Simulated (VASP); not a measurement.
Input for VASP

File POSCAR:
```
Y
1
   -0.0000000000     2.4839866636     2.4839866636
    2.4839866636     0.0000000000     2.4839866636
    2.4839866636     2.4839866636    -0.0000000000
Y
1
Direct
  0.0000000000   0.0000000000   0.0000000000
```

**INCAR**
```
! general
SYSTEM =Y
PREC   =Accurate
ENCUT  =400
LREAL  =.False.
LASPH  =.True.

! electronic loop
EDIFF  =1E-6
NELM   =100
ALGO   =Normal
LMAXMIX=4

! smearing
ISMEAR =1
SIGMA  =0.1

! functional
GGA    =PS

! ions
IBRION =2
NSW    =60
ISIF   =3
EDIFFG =-0.01

! output
LWAVE  =.False.
LCHARG =.False.
```

### KPOINTS
```
Regular mesh
0
Gamma
 11 11 11
```

POTCAR, in this order: Y_sv (PBE.64 set). Program: vasp_std.

Question: Translate this PBEsol calculation to Ansatz.

Answer: One equivalent input (not run):
Ansatz 0.2 input:
```yaml
crystal:
  lattice:
    - [0.0000000, 2.4839867, 2.4839867]
    - [2.4839867, 0.0000000, 2.4839867]
    - [2.4839867, 2.4839867, 0.0000000]
  atoms:
    - { symbol: Y, position: [0.0000000, 0.0000000, 0.0000000] }
kpoints:
  mp_grid: { grid: [11, 11, 11] }
hamiltonian:
  xc: pbesol
  pseudopotentials: { kind: paw }
scf:
  occupations: { method: methfessel_paxton, width: 0.1 }
  max_iter: 100
relax:
  max_steps: 60
  f_tol: 0.01
  cell: {}
output: { forces: true, stress: true, eigenvalues: true }
```
Limits of the translation: each code has its own PAW files, so the cut-off isn't converted (ENCUT is set for VASP's; basis.ecutwfc is left out, and Ansatz then takes the one that its files recommend); Ansatz stops its SCF on the density residual and VASP on the energy change (EDIFF).

The structure was generated: Y was put into the fcc type (Fm-3m), which need not be its known phase. This run relaxes it. Symmetry was kept, so distortions that lower it aren't found. The start is the result of an earlier pass.
